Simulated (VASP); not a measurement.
Input:

```yaml
crystal:
  lattice:
    - [3.17782, 0.00000, 0.00000]
    - [0.00000, 3.17782, 0.00000]
    - [0.00000, 0.00000, 3.17782]
  atoms:
    - { symbol: Y, position: [0.00000, 0.00000, 0.00000] }
    - { symbol: B, position: [0.50000, 0.50000, 0.50000] }
```

The numbers are results of PBEsol GGA, VASP's PBE PAW potentials (set 64) (plane waves; VASP), not measurements. Numerical set-up: 520 eV cut-off, 10×10×10 Γ-centred mesh, first-order Methfessel-Paxton smearing of 0.10 eV, potentials Y_sv B.

**Question.** Predict the energy per atom (σ→0), band gap (on the k-mesh) with the smallest direct gap where there is one.

**Answer.** 
```yaml
band gap (on the k-mesh): none (metal, semimetal or under 0.01 eV)
energy per atom (σ→0): -6.738 eV/atom
```

The structure was generated: YB was put into the CsCl type type (Pm-3m), which need not be its known phase. It was relaxed first, which changed the volume by -29 %. The start is the result of an earlier pass.
